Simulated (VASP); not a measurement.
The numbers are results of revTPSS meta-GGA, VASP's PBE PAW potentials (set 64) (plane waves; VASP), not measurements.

VASP input:

POSCAR:
```
AlN
1.0
  1.5893853586  -2.7528961878   0.0000000000
  1.5893853586   2.7528961878   0.0000000000
  0.0000000000   0.0000000000   5.0893616298
Al N
2 2
direct
  0.6666670000   0.3333330000   0.5000393354
  0.3333330000   0.6666670000   0.0000393354
  0.6666670000   0.3333330000   0.8819606646
  0.3333330000   0.6666670000   0.3819606646
```

KPOINTS:
```
Automatic mesh
0
Gamma
8 8 5
0 0 0
```

### INCAR
```
SYSTEM = AlN
PREC = Accurate
ENCUT = 520
EDIFF = 1E-7
NELM = 100
ALGO = Normal
LREAL = .FALSE.
LASPH = .TRUE.
ISMEAR = 0
SIGMA = 0.05
METAGGA = RTPSS
LMIXTAU = .TRUE.
LWAVE = .FALSE.
LCHARG = .FALSE.
ISIF = 4
IBRION = 2
NSW = 30
EDIFFG = -0.01
```

POTCAR, in this order: Al N (PBE.64 set). Program: vasp_std.

Output

OUTCAR:
```
 ion  position               nearest neighbor table
   1  0.667  0.333  0.500-   4 1.93   4 1.93   4 1.93   3 1.94   2 3.14   2 3.14   2 3.14   2 3.14
                             2 3.14   2 3.14
   2  0.333  0.667  0.000-   3 1.93   3 1.93   3 1.93   4 1.94   1 3.14   1 3.14   1 3.14   1 3.14
                             1 3.14   1 3.14
   3  0.667  0.333  0.882-   2 1.93   2 1.93   2 1.93   1 1.94
   4  0.333  0.667  0.382-   1 1.93   1 1.93   1 1.93   2 1.94
  LATTYP: Found a hexagonal cell.
 ALAT       =     3.1787707119
 C/A-ratio  =     1.6010471000
 Subroutine PRICEL returns:
 Original cell was already a primitive cell.
 Subroutine GETGRP returns: Found 12 space group operations
The static configuration has the point symmetry C_3v.
 The point group associated with its full space group is C_6v.
The dynamic configuration has the point symmetry C_3v.
 Subroutine INISYM returns: Found 12 space group operations
 Subroutine IBZKPT returns following result:
 Found     30 irreducible k-points:

 Following reciprocal coordinates:
            Coordinates               Weight
  0.000000  0.000000  0.000000      1.000000
  0.125000  0.000000  0.000000      6.000000
  0.250000  0.000000  0.000000      6.000000
  0.375000  0.000000  0.000000      6.000000
  0.500000  0.000000  0.000000      3.000000
  0.125000  0.125000  0.000000      6.000000
  0.250000  0.125000  0.000000     12.000000
  0.375000  0.125000  0.000000     12.000000
  0.250000  0.250000  0.000000      6.000000
  0.375000  0.250000  0.000000      6.000000
  0.000000  0.000000  0.200000      2.000000
  0.125000  0.000000  0.200000     12.000000
  0.250000  0.000000  0.200000     12.000000
  0.375000  0.000000  0.200000     12.000000
  0.500000  0.000000  0.200000      6.000000
  0.125000  0.125000  0.200000     12.000000
  0.250000  0.125000  0.200000     24.000000
  0.375000  0.125000  0.200000     24.000000
  0.250000  0.250000  0.200000     12.000000
  0.375000  0.250000  0.200000     12.000000
  0.000000  0.000000  0.400000      2.000000
  0.125000  0.000000  0.400000     12.000000
  0.250000  0.000000  0.400000     12.000000
  0.375000  0.000000  0.400000     12.000000
  0.500000  0.000000  0.400000      6.000000
  0.125000  0.125000  0.400000     12.000000
  0.250000  0.125000  0.400000     24.000000
  0.375000  0.125000  0.400000     24.000000
  0.250000  0.250000  0.400000     12.000000
  0.375000  0.250000  0.400000     12.000000
   k-points           NKPTS =     30   k-points in BZ     NKDIM =     30   number of bands    NBANDS=     12
   number of dos      NEDOS =    301   number of ions     NIONS =      4
   total plane-waves  NPLWV =  23040
   dimension x,y,z NGX =    24 NGY =   24 NGZ =   40
   dimension x,y,z NGXF=    48 NGYF=   48 NGZF=   80
   ions per type =               2   2
   PREC   = accura    normal or accurate (medium, high low for compatibility)
   ISTART =      0    job   : 0-new  1-cont  2-samecut
   ICHARG =      2    charge: 1-file 2-atom 10-const
   ISPIN  =      1    spin polarized calculation?
   LNONCOLLINEAR =      F non collinear calculations
   LSORBIT =      F    spin-orbit coupling
   INIWAV =      1    electr: 0-lowe 1-rand  2-diag
   ENCUT  =  520.0 eV  38.22 Ry    6.18 a.u.   5.91  5.91  9.46*2*pi/ulx,y,z
   NELM   =    100;   NELMIN=  2; NELMDL= -5     # of ELM steps
   EDIFF  = 0.1E-06   stopping-criterion for ELM
   LREAL  =      F    real-space projection
   NLSPLINE    = F    spline interpolate recip. space projectors
   LMAXMIX     =    2 max onsite mixed and CHGCAR
   VOSKOWN=      0    Vosko Wilk Nusair interpolation
   EDIFFG = -.1E-01   stopping-criterion for IOM
   NSW    =     30    number of steps for IOM
   NBLOCK =      1;   KBLOCK =     30    inner block; outer block
...
```

**OSZICAR**
```
       N       E                     dE             d eps       ncg     rms          rms(c)
DAV:   1     0.952232542174E+02    0.95223E+02   -0.73963E+03   720   0.131E+03
DAV:   2    -0.240397597701E+02   -0.11926E+03   -0.10909E+03  1272   0.362E+02
DAV:   3    -0.319552315173E+02   -0.79155E+01   -0.78296E+01   992   0.943E+01
DAV:   4    -0.322371037707E+02   -0.28187E+00   -0.28113E+00  1184   0.223E+01
DAV:   5    -0.322399949363E+02   -0.28912E-02   -0.28898E-02  1004   0.234E+00    0.123E+01
DAV:   6    -0.360117757560E+02   -0.37718E+01   -0.13215E+01   728   0.491E+01    0.491E+00
DAV:   7    -0.346833811748E+02    0.13284E+01   -0.22633E+00   776   0.150E+01    0.167E+00
DAV:   8    -0.356576512859E+02   -0.97427E+00   -0.63051E-01   744   0.903E+00    0.127E+00
DAV:   9    -0.350564564946E+02    0.60119E+00   -0.43889E-01   720   0.744E+00    0.269E-01
DAV:  10    -0.357088986831E+02   -0.65244E+00   -0.29601E-01   720   0.597E+00    0.155E-01
DAV:  11    -0.357237137423E+02   -0.14815E-01   -0.43763E-03   944   0.751E-01    0.166E-01
DAV:  12    -0.357018033306E+02    0.21910E-01   -0.93306E-04   748   0.385E-01    0.157E-01
DAV:  13    -0.357507522348E+02   -0.48949E-01   -0.75410E-03   720   0.108E+00    0.853E-02
DAV:  14    -0.357530337581E+02   -0.22815E-02   -0.23713E-03   808   0.376E-01    0.123E-01
DAV:  15    -0.357529181839E+02    0.11557E-03   -0.10947E-04   832   0.117E-01    0.964E-02
DAV:  16    -0.357529112802E+02    0.69037E-05   -0.14749E-04   800   0.102E-01    0.220E-02
DAV:  17    -0.357529297538E+02   -0.18474E-04   -0.22464E-04   848   0.132E-01    0.467E-02
DAV:  18    -0.357529209718E+02    0.87820E-05   -0.19573E-05   724   0.483E-02    0.336E-02
DAV:  19    -0.357529345793E+02   -0.13607E-04   -0.17318E-05   796   0.372E-02    0.106E-02
DAV:  20    -0.357529331758E+02    0.14035E-05   -0.75847E-06   808   0.235E-02    0.214E-03
DAV:  21    -0.357529361738E+02   -0.29981E-05   -0.48738E-07   760   0.837E-03    0.149E-03
DAV:  22    -0.357529359865E+02    0.18737E-06   -0.42083E-09   408   0.790E-04    0.115E-03
DAV:  23    -0.357529365094E+02   -0.52297E-06   -0.16703E-08   360   0.116E-03    0.346E-04
DAV:  24    -0.357529360343E+02    0.47517E-06   -0.32572E-09   360   0.725E-04    0.319E-04
DAV:  25    -0.357529362125E+02   -0.17819E-06   -0.46215E-10   360   0.294E-04    0.155E-04
DAV:  26    -0.357529361549E+02    0.57569E-07   -0.12071E-09   360   0.302E-04
   1 F= -.35752936E+02 E0= -.35752936E+02  d E =-.357529E+02
       N       E                     dE             d eps       ncg     rms          rms(c)
DAV:   1    -0.357534253930E+02   -0.48918E-03   -0.25169E-02   720   0.153E+00    0.856E-02
DAV:   2    -0.357532784598E+02    0.14693E-03   -0.25154E-04   912   0.146E-01    0.472E-02
DAV:   3    -0.357531876191E+02    0.90841E-04   -0.21509E-04   820   0.131E-01    0.558E-03
DAV:   4    -0.357532469540E+02   -0.59335E-04   -0.66815E-05   736   0.904E-02    0.308E-03
DAV:   5    -0.357532807458E+02   -0.33792E-04   -0.73833E-06   800   0.323E-02    0.151E-03
DAV:   6    -0.357532750801E+02    0.56658E-05   -0.67264E-07   820   0.951E-03    0.136E-03
DAV:   7    -0.357532795952E+02   -0.45151E-05   -0.19153E-07   512   0.527E-03    0.734E-04
DAV:   8    -0.357532813523E+02   -0.17572E-05   -0.36657E-07   756   0.610E-03    0.419E-04
DAV:   9    -0.357532817566E+02   -0.40431E-06   -0.20265E-08   360   0.159E-03    0.372E-04
DAV:  10    -0.357532815985E+02    0.15815E-06   -0.13970E-09   360   0.404E-04    0.358E-04
DAV:  11    -0.357532816393E+02   -0.40785E-07   -0.30671E-09   360   0.681E-04
   2 F= -.35753282E+02 E0= -.35753282E+02  d E =-.345484E-03
       N       E                     dE             d eps       ncg     rms          rms(c)
DAV:   1    -0.357533468410E+02   -0.65242E-04   -0.49308E-03   720   0.678E-01    0.378E-02
DAV:   2    -0.357533168383E+02    0.30003E-04   -0.49368E-05   912   0.648E-02    0.209E-02
DAV:   3    -0.357533045517E+02    0.12287E-04   -0.42285E-05   820   0.581E-02    0.246E-03
DAV:   4    -0.357533090602E+02   -0.45085E-05   -0.13248E-05   736   0.403E-02    0.137E-03
DAV:   5    -0.357533183834E+02   -0.93232E-05   -0.14480E-06   800   0.143E-02    0.690E-04
DAV:   6    -0.357533163276E+02    0.20559E-05   -0.12201E-07   568   0.414E-03    0.583E-04
DAV:   7    -0.357533181541E+02   -0.18265E-05   -0.52061E-08   412   0.263E-03    0.297E-04
DAV:   8    -0.357533184479E+02   -0.29383E-06   -0.53378E-08   360   0.240E-03    0.130E-04
DAV:   9    -0.357533186829E+02   -0.23498E-06   -0.92447E-09   360   0.984E-04    0.149E-04
DAV:  10    -0.357533186409E+02    0.41975E-07   -0.11562E-09   360   0.353E-04
   3 F= -.35753319E+02 E0= -.35753319E+02  d E =-.382486E-03
       N       E                     dE             d eps       ncg     rms          rms(c)
DAV:   1    -0.357532386876E+02    0.79995E-04   -0.16408E-02   720   0.121E+00    0.205E-02
DAV:   2    -0.357533446878E+02   -0.10600E-03   -0.29005E-04   820   0.158E-01    0.149E-02
DAV:   3    -0.357533513692E+02   -0.66814E-05   -0.22137E-05   752   0.470E-02    0.776E-03
DAV:   4    -0.357533505455E+02    0.82365E-06   -0.74681E-06   788   0.354E-02    0.273E-03
DAV:   5    -0.357533480456E+02    0.25000E-05   -0.68389E-06   720   0.301E-02    0.147E-03
DAV:   6    -0.357533550501E+02   -0.70045E-05   -0.18432E-06   728   0.146E-02    0.992E-04
DAV:   7    -0.357533546536E+02    0.39652E-06   -0.55105E-08   536   0.309E-03    0.304E-04
DAV:   8    -0.357533549025E+02   -0.24889E-06   -0.45348E-09   360   0.844E-04    0.233E-04
DAV:   9    -0.357533546061E+02    0.29637E-06   -0.46110E-09   360   0.105E-03    0.768E-05
DAV:  10    -0.357533546791E+02   -0.73043E-07   -0.55117E-10   360   0.276E-04
   4 F= -.35753355E+02 E0= -.35753355E+02  d E =-.360382E-04
```

OUTCAR:
```
------------------------ aborting loop because EDIFF is reached ----------------------------------------
  FORCE on cell =-STRESS in cart. coord.  units (eV):
  Direction    XX          YY          ZZ          XY          YZ          ZX
  --------------------------------------------------------------------------------------
  Total       -2.9156841     -2.9156841     -2.8928324      0.0000000      0.0000000      0.0000000
  in kB     -104.8911137   -104.8911133   -104.0690293      0.0000000      0.0000000      0.0000000
  external PRESSURE =    -104.6170854 kB  Pullay stress =       0.0000000 kB
  volume of cell :       44.54
      direct lattice vectors                 reciprocal lattice vectors
     1.587376728 -2.749417138  0.000000000     0.314985089 -0.181856726  0.000000000
     1.587376728  2.749417138  0.000000000     0.314985089  0.181856726 -0.000000000
     0.000000000  0.000000000  5.102249706     0.000000000  0.000000000  0.195991976
  FREE ENERGIE OF THE ION-ELECTRON SYSTEM (eV)
  ---------------------------------------------------
  free  energy   TOTEN  =       -35.7533546791 eV

  energy  without entropy=      -35.7533546791  energy(sigma->0) =      -35.75335468

 reached required accuracy - stopping structural energy minimisation
```
(Selected blocks of OUTCAR.)

File CONTCAR:
```
AlN
   1.00000000000000
     1.5873767275007633   -2.7494171378393188    0.0000000000000000
     1.5873767275007633    2.7494171378393188    0.0000000000000000
     0.0000000000000000    0.0000000000000000    5.1022497059973482
  Al              N
     2     2
Direct
     0.6666669999999968    0.3333330000000032    0.5006489363887060
     0.3333330000000032    0.6666669999999968    0.0006489363887061
     0.6666669999999968    0.3333330000000032    0.8813510636112919
     0.3333330000000032    0.6666669999999968    0.3813510636112918
```

### OUTCAR
```
 val. band max:        5.4589887360   @ k =   0.0000   0.0000   0.0000

 cond. band min:       9.0955791136   @ k =   0.0000   0.0000   0.0000


 Fermi energy:         5.6596833451

 k-point     1 :       0.0000    0.0000    0.0000
  band No.  band energies     occupation
      1      -9.8237      2.00000
      2      -7.9094      2.00000
      3      -0.3403      2.00000
      4       4.6682      2.00000
      5       4.6683      2.00000
      6       5.2880      2.00000
      7       5.2880      2.00000
      8       5.4590      2.00000
      9       9.0956      0.00000
     10      11.8055      0.00000
     11      15.6304      0.00000
     12      16.4983      0.00000

 k-point     2 :       0.1250    0.0000    0.0000
  band No.  band energies     occupation
      1      -9.6405      2.00000
      2      -7.8093      2.00000
      3      -0.1104      2.00000
      4       3.8046      2.00000
      5       4.4266      2.00000
      6       4.4349      2.00000
      7       5.2486      2.00000
      8       5.3732      2.00000
      9       9.9893      0.00000
     10      12.5533      0.00000
     11      14.8900      0.00000
     12      15.3582      0.00000

 k-point     3 :       0.2500    0.0000    0.0000
  band No.  band energies     occupation
      1      -9.1340      2.00000
      2      -7.5747      2.00000
      3       0.5495      2.00000
      4       2.1088      2.00000
      5       3.0219      2.00000
      6       3.9859      2.00000
      7       5.0455      2.00000
      8       5.0852      2.00000
      9      11.2410      0.00000
     10      12.8570      0.00000
     11      13.2593      0.00000
     12      15.1930      0.00000

 k-point     4 :       0.3750    0.0000    0.0000
  band No.  band energies     occupation
      1      -8.4614      2.00000
      2      -7.4039      2.00000
      3       0.7000      2.00000
      4       1.5146      2.00000
      5       1.8798      2.00000
      6       3.6185      2.00000
...
```

The compound is AlN in the wurtzite structure. This cell is one point of a volume scan, at 1.06 of the reference volume. Symmetry was kept, so distortions that lower it aren't found.
